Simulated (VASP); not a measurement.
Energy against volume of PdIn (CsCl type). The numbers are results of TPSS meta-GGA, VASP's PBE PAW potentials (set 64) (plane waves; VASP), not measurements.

```csv
V (Å³/atom),E (eV/atom)
16.437,-12.73552
16.961,-12.75849
17.486,-12.76570
18.011,-12.75979
18.535,-12.74329
```

Fit a third-order Birch-Murnaghan equation of state.

```yaml
volume_per_atom: 17.50 Å^3/atom
bulk_modulus: 1320 kbar
pressure_derivative_of_the_bulk_modulus: 5.57
lattice_constant_a: 3.271 Å
```

The compound is PdIn in the CsCl type structure. It was relaxed first.
